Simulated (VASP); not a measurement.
Crystal: BaH.

```
CELL_PARAMETERS angstrom
3.93367 0.00000 0.00000
0.00000 3.93367 0.00000
0.00000 0.00000 3.48388
ATOMIC_POSITIONS crystal
Ba 0.50000 0.50000 0.00000
H 0.00000 0.00000 0.00000
```

The cell was built by a generator and needn't be a form met in nature.

- Program: VASP 6.6.1
- Task: relaxation of cell and atoms
- Functional: PBE
- Potentials or basis: VASP PAW PBE potentials, release 64 (Ba_sv, H)
- Cutoff: 600 eV
- k mesh: 7 × 7 × 8
- Occupations: gaussian, width 0.05 eV
- Spin: no spin polarisation

At the start: pressure 0.1 GPa; volume 26.95 Å³/atom.

Task: How do energy, volume and symmetry change on relaxing?

Result: Over 11 steps the energy falls by 101.4 meV/atom and the volume is 31.57 Å³/atom (+17.1 %); space group P4/mmm (No. 123, to 0.05 Å).

The path:
| step | energy change (eV) | largest force (eV/Å) | pressure (GPa) | volume (Å³) |
| --- | --- | --- | --- | --- |
| 1 | 0.0000 | 0.0000 | 0.14 | 53.91 |
| 2 | -0.1059 | 0.0000 | 0.63 | 54.00 |
| 3 | -0.1395 | 0.0000 | 2.72 | 53.67 |
| 4 | -0.1559 | 0.0000 | 2.07 | 53.85 |
| 5 | -0.1877 | 0.0000 | 0.84 | 57.49 |
| 6 | -0.1993 | 0.0000 | 0.00 | 61.20 |
| 7 | -0.1996 | 0.0000 | -0.16 | 62.05 |
| 8 | -0.2017 | 0.0000 | -0.05 | 62.35 |
| 9 | -0.2025 | 0.0000 | 0.12 | 62.72 |
| 10 | -0.2025 | 0.0000 | 0.11 | 62.68 |
| 11 | -0.2027 | 0.0000 | 0.03 | 63.15 |

Final structure:
```xyz
2
Lattice="3.8172 0.0000 0.0000 0.0000 3.8172 0.0000 0.0000 0.0000 4.3337" Properties=species:S:1:pos:R:3 pbc="T T T"
Ba    1.9086    1.9086    4.3337
H     0.0000    0.0000    0.0000
```

Caveat: the volume moved by over 15 % at a fixed basis, so the end points are rough.
